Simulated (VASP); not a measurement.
Crystal: NbB2.

```
CELL_PARAMETERS angstrom
3.08600 0.00000 0.00000
-1.54300 2.67255 0.00000
0.00000 0.00000 3.30600
ATOMIC_POSITIONS crystal
Nb 0.00000 0.00000 0.00000
B 0.33333 0.66667 0.50000
B 0.66667 0.33333 0.50000
```

Base run:

| Property | Result |
| --- | --- |
| Program | VASP 6.6.1 |
| Functional | PBEsol |
| Potentials or basis | VASP PAW PBE potentials, release 64 (Nb_sv, B) |
| Cutoff | 520 eV |
| k mesh | 21 × 21 × 16 |
| Occupations | gaussian, width 0.1 eV |
| Spin | no spin polarisation |

Its results: pressure 0.3 GPa.

Problem. After a change of settings the same cell gave: pressure 3.7 GPa. Which change was it?
A. k mesh from 21 × 21 × 16 to 12 × 12 × 10
B. k mesh from 21 × 21 × 16 to 18 × 18 × 14
C. k mesh from 21 × 21 × 16 to 9 × 9 × 8
D. k mesh from 21 × 21 × 16 to 3 × 3 × 4

Solution. D.

Caveats: some runs use coarse meshes; the PAW data sets were made with another functional, which shifts forces and pressure a little.
